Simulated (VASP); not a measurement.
Given:

```
SnS2
1.0
    1.83446    -3.17739     0.00000
    1.83446     3.17739     0.00000
    0.00000     0.00000     5.80375
Sn S
1 2
Cartesian
  0.00000   0.00000   0.00000
  1.83446   1.05913   1.47621
  1.83446  -1.05913   4.32753
```

Computed with PBE GGA with D3 dispersion (Becke-Johnson damping), VASP's PBE PAW potentials (set 64) (plane waves; VASP 6.6.1). Run with 520 eV cut-off, 8×8×5 Γ-centred mesh, tetrahedra with Blöchl corrections, potentials Sn_d S.

The cores are frozen, which limits the accuracy of field gradients.

Problem. Give the principal components of the electric field gradient (V/Å²) and the asymmetry η at each nucleus.

Solution. 
```
atom   Vxx   Vyy    Vzz     η
----  ----  ----  -----  ----
Sn1   -5.6  -5.6   11.2  0.00
S2    21.8  21.8  -43.7  0.00
S3    21.8  21.8  -43.7  0.00
```

The compound is SnS2 in the 1T layered structure. It was relaxed first.
